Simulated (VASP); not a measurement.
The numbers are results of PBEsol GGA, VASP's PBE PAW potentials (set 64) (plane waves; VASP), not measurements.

The input files of a VASP run:

### INCAR
```
! general
SYSTEM =Y2Ni2Sn
PREC   =Accurate
ENCUT  =300
LREAL  =.FALSE.
LASPH  =.TRUE.   ! aspherical one-centre terms

! electronic loop
EDIFF  =1E-6   ! SCF stop (eV)
NELM   =100   ! most electronic steps
ALGO   =Normal
LMAXMIX=4   ! l cut-off of mixed one-centre charges

! smearing
ISMEAR =-1
SIGMA  =0.136

! functional
GGA    =PS   ! PBEsol

! ions
ISIF   =2   ! forces and stress, cell fixed

! output
LWAVE  =.FALSE.
LCHARG =.FALSE.
```

**KPOINTS**
```
Automatic mesh
0
Gamma
5 5 5
0 0 0
```

File POSCAR:
```
Y2Ni2Sn
8.292840
 -0.2575402395   0.3373795949   0.5000000000
  0.2575402395  -0.3373795949   0.5000000000
  0.2575402395   0.3373795949  -0.5000000000
Y Ni Sn
2 2 1
Cart
  0.0000000000   0.3373795949   0.2032200000
  0.2575402395  -0.0000000000   0.2967800000
 -0.0000000000   0.1429139964   0.5000000000
  0.2575402395   0.1944655985   0.0000000000
  0.0000000000   0.0000000000   0.0000000000
```

POTCAR, in this order: Y_sv Ni Sn_d (PBE.64 set). Program: vasp_std.

What VASP printed:

**OSZICAR**
```
       N       E                     dE             d eps       ncg     rms          rms(c)
DAV:   1     0.399407318222E+03    0.39941E+03   -0.19112E+04  1806   0.150E+03
DAV:   2     0.908666019430E+01   -0.39032E+03   -0.38433E+03  1790   0.428E+02
DAV:   3    -0.330533706552E+02   -0.42140E+02   -0.41367E+02  2681   0.137E+02
DAV:   4    -0.361287364679E+02   -0.30754E+01   -0.30481E+01  2963   0.306E+01
DAV:   5    -0.362097835330E+02   -0.81047E-01   -0.80987E-01  2548   0.416E+00    0.519E+01
DAV:   6    -0.432270378613E+02   -0.70173E+01   -0.10114E+02  2354   0.957E+01    0.293E+01
DAV:   7    -0.343985059936E+02    0.88285E+01   -0.52973E+01  2203   0.733E+01    0.309E+01
DAV:   8    -0.337341431894E+02    0.66436E+00   -0.18632E+01  2283   0.339E+01    0.747E+00
DAV:   9    -0.334330890445E+02    0.30105E+00   -0.16304E+00  2868   0.100E+01    0.430E+00
DAV:  10    -0.334345104536E+02   -0.14214E-02   -0.11410E-01  2308   0.209E+00    0.251E+00
DAV:  11    -0.333975244528E+02    0.36986E-01   -0.20174E-01  2738   0.370E+00    0.592E-01
DAV:  12    -0.334032558548E+02   -0.57314E-02   -0.52674E-02  2540   0.185E+00    0.978E-01
DAV:  13    -0.333969534832E+02    0.63024E-02   -0.18949E-02  2707   0.120E+00    0.179E-01
DAV:  14    -0.333969307904E+02    0.22693E-04   -0.26575E-03  2628   0.252E-01    0.101E-01
DAV:  15    -0.333969602127E+02   -0.29422E-04   -0.12944E-04  2752   0.616E-02    0.834E-02
DAV:  16    -0.333969461486E+02    0.14064E-04   -0.24310E-05  2748   0.277E-02    0.563E-02
DAV:  17    -0.333969239558E+02    0.22193E-04   -0.14263E-04  2284   0.952E-02    0.154E-02
DAV:  18    -0.333969235902E+02    0.36562E-06   -0.10803E-05  1819   0.200E-02    0.107E-02
DAV:  19    -0.333969230518E+02    0.53837E-06   -0.17643E-06  1097   0.114E-02
   1 F= -.33396923E+02 E0= -.33285847E+02  d E =-.222152E+00
```

### OUTCAR
```
------------------------ aborting loop because EDIFF is reached ----------------------------------------
  FORCE on cell =-STRESS in cart. coord.  units (eV):
  Direction    XX          YY          ZZ          XY          YZ          ZX
  --------------------------------------------------------------------------------------
  Total       -2.3630287     -1.5573746     -1.4708755      0.0000000      0.0000000      0.0000000
  in kB      -38.2010955    -25.1767642    -23.7784054      0.0000000      0.0000000      0.0000000
  external PRESSURE =     -29.0520884 kB  Pullay stress =       0.0000000 kB
  volume of cell :       99.11
      direct lattice vectors                 reciprocal lattice vectors
    -2.135740000  2.797835000  4.146420000     0.000000000  0.178709609  0.120585951
     2.135740000 -2.797835000  4.146420000     0.234110894  0.000000000  0.120585951
     2.135740000  2.797835000 -4.146420000     0.234110894  0.178709609  0.000000000
 POSITION                                       TOTAL-FORCE (eV/Angst)
 -----------------------------------------------------------------------------------
      0.00000      2.79784      1.68527         0.000000     -0.000000      0.007214
      2.13574      0.00000      2.46115        -0.000000     -0.000000     -0.007214
     -0.00000      1.18516      4.14642         0.000000      0.005141      0.000000
      2.13574      1.61267     -0.00000         0.000000     -0.005141     -0.000000
      0.00000      0.00000      0.00000         0.000000     -0.000000      0.000000
 -----------------------------------------------------------------------------------
    total drift:                                0.000000     -0.000000      0.000000
  FREE ENERGIE OF THE ION-ELECTRON SYSTEM (eV)
  ---------------------------------------------------
  free  energy   TOTEN  =       -33.3969230518 eV

  energy  without entropy=      -33.1747712887  energy(sigma->0) =      -33.28584717
```
(Selected blocks of OUTCAR.)

### OUTCAR
```
 val. band max:        6.4431720571   @ k =   0.2000  -0.2000   0.2000

 cond. band min:       6.4753621144   @ k =   0.4000  -0.4000   0.2000


 Fermi energy:         6.4525995328

 k-point     1 :       0.0000    0.0000    0.0000
  band No.  band energies     occupation
      1     -35.9443      2.00000
      2     -35.8773      2.00000
      3     -16.1845      2.00000
      4     -16.1365      2.00000
      5     -15.9915      2.00000
      6     -15.8720      2.00000
      7     -15.8608      2.00000
      8     -15.8377      2.00000
      9     -14.3665      2.00000
     10     -14.3559      2.00000
     11     -14.3418      2.00000
     12     -14.3303      2.00000
     13     -14.3148      2.00000
     14      -2.5990      2.00000
     15       2.4255      2.00000
     16       3.2572      2.00000
     17       3.7205      2.00000
     18       3.7675      2.00000
     19       3.7995      2.00000
     20       4.7069      1.99999
     21       4.8983      1.99998
     22       4.9012      1.99998
     23       4.9753      1.99996
     24       5.1320      1.99988
     25       5.2021      1.99980
     26       5.3421      1.99943
     27       5.5169      1.99795
     28       6.2073      1.71725
     29       6.6218      0.44740
     30       6.6731      0.32998
     31       6.9817      0.04005
     32       8.0726      0.00001
     33       9.5655      0.00000

 k-point     2 :       0.2000    0.0000   -0.0000
  band No.  band energies     occupation
      1     -35.9387      2.00000
      2     -35.8827      2.00000
      3     -16.1586      2.00000
      4     -16.1344      2.00000
      5     -15.9776      2.00000
      6     -15.8978      2.00000
      7     -15.8661      2.00000
      8     -15.8511      2.00000
      9     -14.3666      2.00000
     10     -14.3556      2.00000
     11     -14.3437      2.00000
     12     -14.3386      2.00000
     13     -14.3179      2.00000
     14      -2.3652      2.00000
     15       1.9681      2.00000
...
```

At this cut-off the stress carries a Pulay error, which pulls relaxed volumes low. Unless said otherwise, spin-orbit coupling is left out, though it shifts the bands of the heavy elements here.

The structure comes from a computed database's Y2Ni2Sn entry (Immm); how it stands against other phases isn't given here. The cell was not relaxed at this level. The k-mesh is coarse (spacing up to 0.37 per Å, 2π included), so the numbers may not be converged in it. The run is not spin-polarised, so no magnetic state was tried.
